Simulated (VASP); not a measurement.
An input for Quantum ESPRESSO's pw.x (written as the equivalent of a VASP run, and not itself run):

```
&CONTROL
  calculation = 'scf'
  pseudo_dir = './pseudo'
  outdir = './out'
  tprnfor = .true.
  tstress = .true.
/
&SYSTEM
  ibrav = 0
  nat = 2
  ntyp = 2
  ecutwfc = 50
  occupations = 'smearing'
  smearing = 'gaussian'
  degauss = 0.003675
  input_dft = 'vdw-df2-b86r'
/
&ELECTRONS
  conv_thr = 7.3e-09
  electron_maxstep = 100
/
ATOMIC_SPECIES
  Cs 132.905 Cs.upf
  Br 79.904 Br.upf
CELL_PARAMETERS angstrom
     4.1871052    0.0000000    0.0000000
     0.0000000    4.1871052    0.0000000
     0.0000000    0.0000000    4.1871052
ATOMIC_POSITIONS crystal
  Cs   0.0000000  0.0000000  0.0000000
  Br   0.5000000  0.5000000  0.5000000
K_POINTS automatic
  6 6 6 0 0 0
```

Question: Translate this input to VASP (INCAR, KPOINTS, POSCAR, choice of POTCAR).

Answer: One answer among several that fit: 
INCAR:
```
SYSTEM  =  CsBr
PREC  =  Accurate; ENCUT  =  520; LREAL  =  .FALSE.
LASPH  =  .TRUE.
EDIFF  =  1E-7; NELM  =  100; ALGO  =  Normal
LMAXMIX  =  4
ISMEAR  =  0; SIGMA  =  0.05
GGA  =  MK; LUSE_VDW  =  .TRUE.; AGGAC  =  0.0
PARAM1  =  0.1234568; PARAM2  =  0.7114; ZAB_VDW  =  -1.8867
ISIF  =  2
LWAVE  =  .FALSE.; LCHARG  =  .FALSE.
```

### KPOINTS
```
Regular mesh
0
G
6 6 6
0 0 0
```

**POSCAR**
```
CsBr
8.374210
  0.5000000184   0.0000000000   0.0000000000
  0.0000000000   0.5000000184   0.0000000000
  0.0000000000   0.0000000000   0.5000000184
Cs Br
1 1
Cart
  0.0000000000   0.0000000000   0.0000000000
  0.2500000092   0.2500000092   0.2500000092
```

POTCAR, in this order: Cs_sv Br (PBE.64 set). Program: vasp_std.

Limits of the translation: the potentials are each code's own (VASP's PAW set, PseudoDojo norm-conserving files in pw.x), so ENCUT and ecutwfc are chosen apart and not converted; conv_thr bounds pw.x's estimated SCF error, while EDIFF bounds the energy change between steps.

The compound is CsBr in the CsCl type structure. This cell is one point of a volume scan, at 0.94 of the reference volume.
